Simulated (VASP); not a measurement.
Given:

```
CELL_PARAMETERS angstrom
     -1.42835     1.42835     1.42835
      1.42835    -1.42835     1.42835
      1.42835     1.42835    -1.42835
ATOMIC_POSITIONS crystal
  Fe 0.00000 0.00000 0.00000
```
Starting moments (μB, in the order of the record's atoms Fe): 2.1.

Calculation: TPSS meta-GGA, VASP's PBE PAW potentials (set 64) (plane waves; VASP). Settings: 520 eV cut-off, 18×18×18 Γ-centred mesh, first-order Methfessel-Paxton smearing of 0.10 eV, potentials Fe.

Problem. The job: Fe (bcc), 1 atom, TPSS, static run, 520 eV, 18×18×18 Γ-centred mesh. Roughly how much core time does it take on a busy server core?

Solution. About 2 core-minutes (one run on a shared machine, a rough figure). It had 195 irreducible k-points, 9 bands, up to 325 plane waves and 17 electronic steps.

The compound is Fe in the bcc structure. This cell is one point of a volume scan, at 1.06 of the reference volume.
